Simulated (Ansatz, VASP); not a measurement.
**NiS2 in two plane-wave programs**

Aim: how closely do two programs agree when they are given the same cell, functional and k mesh? The cell is taken from a series of runs on this material, whose earlier steps may have relaxed, scaled, displaced or heated it; both programs get it as it stands.

Main program and level: Ansatz 0.2.0; plane waves, with VASP 6.6.1 beside it; LDA.

## 1. The starting structure

The cell holds 3 atoms: 1 Ni and 2 S. Its edges and angles: a = 3.320 Å, b = 3.320 Å, c = 20.000 Å, α = 90.0°, β = 90.0°, γ = 120.0°. Vacuum lies along c.

## 2. Ansatz: single point, LDA

Ansatz runs on its default PAW (the set named soft_2) files.

A single point takes one fixed geometry, so differences don't come from the geometry; what else differs is listed under the comparison.

The input, input.yaml:

```yaml
crystal:
  lattice:
    - [3.32, 0.0, 0.0]
    - [-1.66, 2.8752, 0.0]
    - [0.0, 0.0, 20.0]
  atoms:
    - { symbol: Ni, position: [0.333333, 0.666667, 0.5] }
    - { symbol: S, position: [0.666667, 0.333333, 0.5775] }
    - { symbol: S, position: [0.666667, 0.333333, 0.4225] }
  periodic: [true, true, false]
kpoints:
  mp_grid: { grid: [6, 6, 1] }
hamiltonian:
  xc: lda
scf:
  occupations: { method: gaussian, width: 0.1 }
output:
  forces: true
  stress: true
  eigenvalues: true
```

Command:

```
$ ansatz run input.yaml --threads 8 --pin off --max-ram 14336MiB --backend cpu --events-out ev --progress --plain --runs-dir out
```

Numbers of over 12 decimals in the logs are rounded to 6 here.

Log:

```text
Warning: crystal.periodic: the lattice vector that does not repeat stood 0.000° off the slab's normal, 20.000 Å along it as the deck builds it. The run solves the slab on a vector along the normal, 30.000 Å long, with every atom where it was (on the deck's vector they left 16.90 Å outside them, and the widest stretch free of ions among them is 1.55 Å). A fractional position that the run reports is one of the run's ce [...]
Warning: the atoms were moved onto the symmetric positions of the space group found under crystal.symmetry.tolerance 1.0e-5 (fractional; no operation is sought that the atoms, as they stand in a round, miss by more than twice it, and no atom is moved by as much as it), and the run uses the moved positions. Before a round's move an operation carried an atom to 4.43e-6 Å from where it should land, the largest such dist [...]
crystal.periodic: the lattice vector that does not repeat stood 0.000° off the slab's normal, 20.000 Å along it as the deck builds it. The run solves the slab on a vector along the normal, 30.000 Å long, with every atom where it was (on the deck's vector they left 16.90 Å outside them, and the widest stretch free of ions among them is 1.55 Å). A fractional position that the run reports is one of the run's cell, which [...]
Engine: ansatz 0.2.0, aarch64-unknown-linux-gnu
Pseudopotentials: kind: paw
Pseudopotential: Ni, paw, valence charge 18, recommended cutoff 420 eV (normal), Ni.paw.azcp
Pseudopotential: S, paw, valence charge 6, recommended cutoff 420 eV (normal), S.paw.azcp
Functional definition: SPW92
  exchange = slater_x
  correlation = pw_c
Crystal: 3 atoms, lattice volume = 286.370 Å³
Basis set: ecut = 420 eV, 5705 PW (Γ)
Bands: 19, of which v1, the nominal top of the filled ones, is band 15 counted from 1 (14 counted from 0)
Symmetry: 12 space group operations
Space group: P-6m2 (ITA 187), of the structure as read, at distance tolerance 6.6e-5 Å
k-points: 7 of 36 (time reversal used)
Non-local potential: Ni, projectors of the file, l = 0: 3, l = 1: 2, l = 2: 3, l = 3: 1
Non-local potential: S, projectors of the file, l = 0: 2, l = 1: 2, l = 2: 2
PAW form: soft (Blöchl's): semilocal exchange-correlation on the pseudo side does not see the compensation charge
PAW frozen core: Ni, regenerated for the run's functional, and the local potential with it (the file was generated under x = pbe(κ = 0.804, μ = 0.219515), c = pbe(β = 0.066725))
PAW frozen core: S, regenerated for the run's functional, and the local potential with it (the file was generated under x = pbe(κ = 0.804, μ = 0.219515), c = pbe(β = 0.066725))
PAW one-centre angular grid: Ni, 590 points (default); XC on 64 Gauss nodes
PAW one-centre angular grid: S, 110 points (default); XC on 64 Gauss nodes
Initial density: superposition of atomic densities (neutral atoms: chi_scale 0, normalization atom), corrected by the library's trained network
Initial wavefunctions: pseudopotential atomic-orbital guess
Functional: x = slater, c = lda
SCF iter   1: F=—  HF=-7511.320699 eV  |F-HF|=—  |Δ(HF+E_count)|=         —  Δρ=6.24e-3  dr2=1.74e-1  ethr=1.77e-3  ⟨swp⟩=11.9  Hψ=984  notcnv=0
preconditioner: auto → LDOS  [metal: Δε(μ)=0.085 eV  Ē_g=7.283 eV  σ=0.100 eV  W_gap=0.45  n_scr=16 (ndim 8)  ℏωp=10.3 eV  f_vac=0.770  D(μ)=3.74/eV (n_scr^D=14)  β→1.0]
SCF iter   2: F=—  HF=-7511.306982 eV  |F-HF|=—  |Δ(HF+E_count)|=   1.37e-2  Δρ=6.03e-3  dr2=6.49e-2  ethr=5.81e-4  ⟨swp⟩=2.1  Hψ=279  notcnv=0  defer=2
SCF iter   3: F=—  HF=-7511.300673 eV  |F-HF|=—  |Δ(HF+E_count)|=   6.31e-3  Δρ=2.00e-3  dr2=1.05e-2  ethr=2.16e-4  ⟨swp⟩=3.3  Hψ=285  notcnv=0  defer=2
SCF iter   4: F=—  HF=-7511.299318 eV  |F-HF|=—  |Δ(HF+E_count)|=   1.35e-3  Δρ=5.88e-4  dr2=1.93e-3  ethr=3.49e-5  ⟨swp⟩=2.3  Hψ=225  notcnv=0  defer=2
SCF iter   5: F=—  HF=-7511.299695 eV  |F-HF|=—  |Δ(HF+E_count)|=   3.77e-4  Δρ=6.36e-4  dr2=1.30e-3  ethr=6.42e-6  ⟨swp⟩=2.6  Hψ=200  notcnv=0  defer=2
SCF iter   6: F=—  HF=-7511.299784 eV  |F-HF|=—  |Δ(HF+E_count)|=   8.91e-5  Δρ=2.39e-4  dr2=1.31e-4  ethr=4.34e-6  ⟨swp⟩=1.0  Hψ=131  notcnv=0  defer=2
SCF iter   7: F=—  HF=-7511.299805 eV  |F-HF|=—  |Δ(HF+E_count)|=   2.08e-5  Δρ=5.70e-5  dr2=7.16e-6  ethr=4.38e-7  ⟨swp⟩=2.3  Hψ=185  notcnv=0  defer=2
SCF iter   8: F=—  HF=-7511.299796 eV  |F-HF|=—  |Δ(HF+E_count)|=   8.69e-6  Δρ=3.95e-5  dr2=5.70e-6  ethr=2.39e-8  ⟨swp⟩=3.1  Hψ=260  notcnv=0  defer=2
SCF iter   9: F=-7511.299797 eV  HF=-7511.299797 eV  |F-HF|=7.52e-8  |Δ(HF+E_count)|=   5.40e-7  Δρ=6.06e-6  dr2=6.20e-8  ethr=3.33e-10  ⟨swp⟩=10.0  Hψ=903  notcnv=0
SCF 1 converged in 9 iterations: F = -7511.299797 eV  dr2 = 6.20e-8
  greatest PAW one-centre occupation: 1.001 electrons in one spin orbital (limit 2), on the Ni atom at site 0 (counted from 0), in its partial waves of l = 1
SCF converged after 9 iterations
Free energy (F): -7511.299797 eV
Harris-Foulkes:  -7511.299797 eV  (|F-HF|=7.52e-8)
Internal energy: -7511.278210 eV  (E = F + TS)
E sigma→0 (E₀):  -7511.289004 eV
Entropy (-TS):   -0.021587 eV (-7.196 meV/atom)
Fermi energy:    -5.930775 eV
--- Per-component energies (eV) ---
  E_band       = -854.355592
  E_kinetic    = 483.801824
  E_local      = -58330.853605  (includes V_loc(G=0)·N_el)
  E_nonlocal   = 700.407455
  E_hartree    = 28553.628445
  E_xc         = -270.297110
  E_vxc        = -276.120056  (∫ρ·V_xc dr)
  E_paw        = -2701.620857  (= ΣΔE_a)
  E_vpaw       = -538.840695  (= ΣTr[D̂ρ^β])
  E_aug_tail   = 0.000461  (compensation charges beyond the density's cutoff)
  E_ewald      = 24052.914663
  E_core_change = 0.740516  (= ΣΔE_core)
  E_smearing   = -0.021587  (= −TS)
  E_closure    = -0.000000  (closes the sum)
  Σ components = -7511.299797   (vs F -7511.299797, Δ=0.00e0)
--- Forces (eV/Å), atoms counted from 1 ---
  atom   1  Ni    -0.00000000     0.00000000     0.00000000
  atom   2  S      0.00000000     0.00000000    -2.66726392
  atom   3  S     -0.00000000     0.00000000     2.66726392
  max |Σ_I F_I| component: 8.33e-17 eV/Å
--- 2D stress c σ (N/m, compression-positive) ---
      -10.682980       0.000000       0.000000
       -0.000000     -10.682980      -0.000000
        0.000000       0.000000       0.000000
  P = ½ c Tr σ = -10.6830 N/m
--- Band table (eV; the first three rows and the last of 7) ---
  k-point 0: bands = [... 11 lower, -7.6012, -7.5291, -4.9836, -4.9836, -4.9508, -4.9508, -1.3432, -0.3975]
  k-point 1: bands = [... 11 lower, -7.6004, -7.2647, -5.9422, -5.9113, -5.4059, -4.9934, -0.5843, 0.0882]
  k-point 2: bands = [... 11 lower, -7.7685, -7.7088, -6.6082, -6.1742, -5.7359, -5.0679, -0.8186, 0.2499]
  k-point 6: bands = [... 11 lower, -8.2758, -7.3108, -7.2803, -6.2382, -6.1637, -5.1489, -0.6810, -0.6540]
```

In the SCF lines HF is the Harris–Foulkes energy and dr2 the Hartree energy of the density residual, in eV; the loop may stop once dr2 is under the threshold and the program's other checks hold. Hψ counts applications of the Hamiltonian.

## 3. VASP: single point, LDA

The same cell, functional (in two slightly different forms), mesh and smearing now go to VASP, with its own data sets.

Lines of VASP's logs that name or quote its potential files are left out, and so is its time.

The input, INCAR:

```
SYSTEM = NiS2
PREC = Accurate
ENCUT = 520
EDIFF = 1E-06
NELM = 120
ISMEAR = 0
SIGMA = 0.1
LREAL = .FALSE.
ALGO = Normal
GGA = PW92
NBANDS = 17
LASPH = .TRUE.
LORBIT = 11
LWAVE = .FALSE.
LCHARG = .FALSE.
ISIF = 2
LDIPOL = .TRUE.
IDIPOL = 3
DIPOL = 0.5 0.5 0.5
LVHAR = .TRUE.
GGA_COMPAT = .FALSE.
NELMDL = -8
```

The input, POSCAR:

```
NiS2
1.0
    3.3200000000      0.0000000000      0.0000000000
   -1.6600000000      2.8752000000      0.0000000000
    0.0000000000      0.0000000000     20.0000000000
Ni S
1 2
Direct
    0.3333330000      0.6666670000      0.5000000000
    0.6666663333      0.3333336667      0.5775000000
    0.6666663333      0.3333336667      0.4225000000
```

The input, KPOINTS:

```
Automatic mesh
0
Gamma
6 6 1
0 0 0
```

PAW data sets: Ni and S (LDA family, release 64).

Command:

```
$ mpirun -np 1 vasp_std
```

Log:

```text
[banner, memory and clock lines left out]
running    1 mpi-ranks, on    1 nodes
 distrk:  each k-point on    1 cores,    1 groups
 distr:  one band on    1 cores,    1 groups

 POSCAR found type information on POSCAR NiS
 POSCAR found :  2 types and       3 ions
|                                                                             |
|               ----> ADVICE to this user running VASP <----                  |
|                                                                             |
|     You enforced a specific xc type in the INCAR file but a different       |
|     [... a line on the potential file left out ...]
|     I HOPE YOU KNOW WHAT YOU ARE DOING!                                     |
|                                                                             |

 LDA part: xc-table for (Slater(with rela. corr.)+PW92), standard interpolation
 POSCAR, INCAR and KPOINTS ok, starting setup
 FFT: planning ... GRIDC
 FFT: planning ... GRID_SOFT
 FFT: planning ... GRID
 WAVECAR not read
 entering main loop
       N       E                     dE             d eps       ncg     rms          rms(c)
DAV:   1     0.145825430023E+03    0.14583E+03   -0.80936E+03   238   0.100E+03
DAV:   2     0.240688588887E+01   -0.14342E+03   -0.13814E+03   282   0.224E+02
DAV:   3    -0.168819043701E+02   -0.19289E+02   -0.18475E+02   299   0.824E+01
DAV:   4    -0.175870101314E+02   -0.70511E+00   -0.70081E+00   295   0.195E+01
DAV:   5    -0.176064140398E+02   -0.19404E-01   -0.19396E-01   328   0.311E+00
DAV:   6    -0.176071878420E+02   -0.77380E-03   -0.77379E-03   347   0.539E-01
DAV:   7    -0.176071977548E+02   -0.99128E-05   -0.99130E-05   346   0.576E-02
DAV:   8    -0.176071979213E+02   -0.16647E-06   -0.16619E-06   332   0.683E-03    0.188E+01
DAV:   9    -0.319398114720E+02   -0.14333E+02   -0.65664E+01   271   0.190E+02    0.410E+01
DAV:  10    -0.206964482398E+02    0.11243E+02   -0.12032E+01   290   0.750E+01    0.207E+01
DAV:  11    -0.148137948657E+02    0.58827E+01   -0.13353E+01   301   0.836E+01    0.534E+00
DAV:  12    -0.148304035575E+02   -0.16609E-01   -0.23359E+00   310   0.212E+01    0.227E+00
DAV:  13    -0.148105487360E+02    0.19855E-01   -0.13505E-01   376   0.409E+00    0.128E+00
DAV:  14    -0.148054908350E+02    0.50579E-02   -0.67720E-03   311   0.567E-01    0.955E-01
[...]
DAV:  20    -0.147989949066E+02   -0.15611E-03   -0.13460E-04   276   0.145E-01    0.475E-02
DAV:  21    -0.147990247887E+02   -0.29882E-04   -0.19784E-05   319   0.306E-02    0.398E-02
DAV:  22    -0.147990379849E+02   -0.13196E-04   -0.10480E-05   358   0.379E-02    0.215E-02
DAV:  23    -0.147990604549E+02   -0.22470E-04   -0.85321E-06   334   0.508E-02    0.396E-03
DAV:  24    -0.147990742648E+02   -0.13810E-04   -0.26300E-06   268   0.983E-03    0.371E-03
DAV:  25    -0.147990773857E+02   -0.31208E-05   -0.15098E-07   245   0.265E-03    0.219E-03
DAV:  26    -0.147990800703E+02   -0.26847E-05   -0.20846E-07   220   0.453E-03    0.247E-03
DAV:  27    -0.147990810311E+02   -0.96079E-06   -0.50039E-08   239   0.393E-03
   1 F= -.14799081E+02 E0= -.14788087E+02  d E =-.219875E-01
```

From OUTCAR (step 3):

```text
ion  position               nearest neighbor table
   1  0.333  0.667  0.500-   2 2.47   3 2.47   2 2.47   3 2.47   2 2.47   3 2.47
   2  0.667  0.333  0.578-   1 2.47   1 2.47   1 2.47
   3  0.667  0.333  0.422-   1 2.47   1 2.47   1 2.47

  LATTYP: Found a hexagonal cell.
 ALAT       =     3.3200000000
 C/A-ratio  =     6.0240963855

 Subroutine GETGRP returns: Found 12 space group operations
 (whereof 12 operations were pure point group operations)

The static configuration has the point symmetry D_3h.

 Found      7 irreducible k-points:

   k-points           NKPTS =      7   k-points in BZ     NKDIM =      7   number of bands    NBANDS=     17

   dimension x,y,z NGX =    28 NGY =   28 NGZ =  150
   dimension x,y,z NGXF=    56 NGYF=   56 NGZF=  300

   ENCUT  =  520.0 eV  38.22 Ry    6.18 a.u.   6.17  6.17 37.19*2*pi/ulx,y,z

   NELECT =      22.0000    total number of electrons

 k-points in reciprocal lattice and weights: Automatic mesh
   0.00000000  0.00000000  0.00000000       0.028
   0.16666667  0.00000000  0.00000000       0.167
   0.33333333  0.00000000  0.00000000       0.167
   0.50000000  0.00000000  0.00000000       0.083
   0.16666667  0.16666667  0.00000000       0.167
   0.33333333  0.16666667  0.00000000       0.333
   0.33333333  0.33333333  0.00000000       0.056

 dipolmoment           0.000000      0.000000      0.000000 electrons x Angstroem

 average (electrostatic) potential at core
       1 -94.1670       2 -95.1822       3 -95.1822

 E-fermi :  -2.9140

 k-point     1 :       0.0000    0.0000    0.0000
  band No.  band energies     occupation
    ...
      5      -5.1792      2.00000
      6      -5.1777      2.00000
      7      -5.1777      2.00000
      8      -4.5698      2.00000
      9      -4.5232      2.00000
     10      -1.9628      0.00000
     11      -1.9628      0.00000
     12      -1.9288      0.00000
     13      -1.9288      0.00000
     14       1.7116      0.00000
    ...

 k-point     2 :       0.1667    0.0000    0.0000
  band No.  band energies     occupation
    ...
      7      -5.0550      2.00000
      8      -4.5927      2.00000
      9      -4.2338      2.00000
     10      -2.9252      1.12599
     11      -2.8930      0.76674
     12      -2.3843      0.00000
     13      -1.9746      0.00000
     14       2.4575      0.00000
     15       3.1382      0.00000
     16       3.4524      0.00000
    ...

 k-point     3 :       0.3333    0.0000    0.0000
  band No.  band energies     occupation
    ...
      7      -4.8139      2.00000
      8      -4.7405      2.00000
      9      -4.6965      2.00000
     10      -3.5970      2.00000
     11      -3.1525      1.99926
     12      -2.7199      0.00604
     13      -2.0542      0.00000
     14       2.2732      0.00000
     15       3.3188      0.00000
     16       4.2956      0.00000
    ...

  Total       -6.3668410     -6.3668218     -8.2523922      0.0000000      0.0000000      0.0000000
  in kB      -53.4316333    -53.4314719    -69.2555052      0.0000000      0.0000000      0.0000000
  external PRESSURE =     -58.7062035 kB  Pullay stress =       0.0000000 kB

  energy-cutoff  :      520.00
  volume of cell :      190.91
      direct lattice vectors                 reciprocal lattice vectors
     3.320000000  0.000000000  0.000000000     0.301204819  0.173900946  0.000000000
    -1.660000000  2.875200000  0.000000000     0.000000000  0.347801892  0.000000000
     0.000000000  0.000000000 20.000000000     0.000000000  0.000000000  0.050000000

 POSITION                                       TOTAL-FORCE (eV/Angst)
 -----------------------------------------------------------------------------------
     -0.00000      1.91680     10.00000        -0.000000     -0.000000      0.000000
      1.66000      0.95840     11.55000         0.000000      0.000000     -2.659982
      1.66000      0.95840      8.45000         0.000000     -0.000000      2.659982
 -----------------------------------------------------------------------------------
    total drift:                                0.001833     -0.001130      0.000000

  FREE ENERGIE OF THE ION-ELECTRON SYSTEM (eV)
  ---------------------------------------------------
  free  energy   TOTEN  =       -14.7990810311 eV

  energy  without entropy=      -14.7770934949  energy(sigma->0) =      -14.78808726

 vacuum level on the upper side and lower side of the slab         3.022         3.022

 total charge
# of ion       s       p       d       tot
------------------------------------------
    1        0.370   0.395   8.260   9.024
    2        1.386   2.130   0.000   3.517
    3        1.386   2.130   0.000   3.517
--------------------------------------------------
tot          3.143   4.655   8.260  16.058

[... 3 further parts left out ...]
```

This run has no spin polarisation, so a moment on Ni, if there is one, isn't seen.

## 4. Differences

Known differences besides the potentials themselves: Ansatz cuts the interaction across the vacuum, VASP repeats the sheet with a dipole correction (LDIPOL); the data sets hold 30 valence electrons in Ansatz (on its default PAW (the set named soft_2) files) and 22 in VASP; the cutoff is 420 eV in Ansatz and 520 eV in VASP; VASP's log shows a relativistic correction to its local exchange, Ansatz's none. Total energies have different zeros and are not compared.

Forces (eV/Å; atoms numbered as in POSCAR):

```tsv
atom	Ansatz x, y, z	VASP x, y, z
Ni1	0.000, 0.000, 0.000	0.000, 0.000, 0.000
S2	0.000, 0.000, -2.667	0.000, 0.000, -2.660
S3	0.000, 0.000, 2.667	0.000, 0.000, 2.660
```

The forces differ by 3.4 meV/Å r.m.s., which is 0.3 % of the r.m.s. force of 1.254 eV/Å (both taken over all components). Where the cell holds vacuum, a pressure given here is an average over it and none of the material.

## 5. Results

```
r.m.s. force difference (single point, LDA) : 0.27 % of the r.m.s. force
```

**Reading.** The r.m.s. force difference is 0.27 % of the r.m.s. force (single point, LDA), within the 3 % picked in this series as the mark of a large difference. The data sets hold unlike numbers of valence electrons (30 in Ansatz and 22 in VASP), so part of the differences may come from the potentials. How closely two codes agree says nothing of how well the functional describes the real material.

[Lines on the potential files, build, host, timing and source positions are cut from VASP's logs without a mark.]

[Logs are printed without paths, hosts, clocks, repeated set-up lines and the standing remarks that a program may print on its own settings, such as how far it seeks lower states.]

[Hosts, paths, dates, database ids (printed as entryN), source tags and the programs' standing remarks are cut or masked in the printed files.]
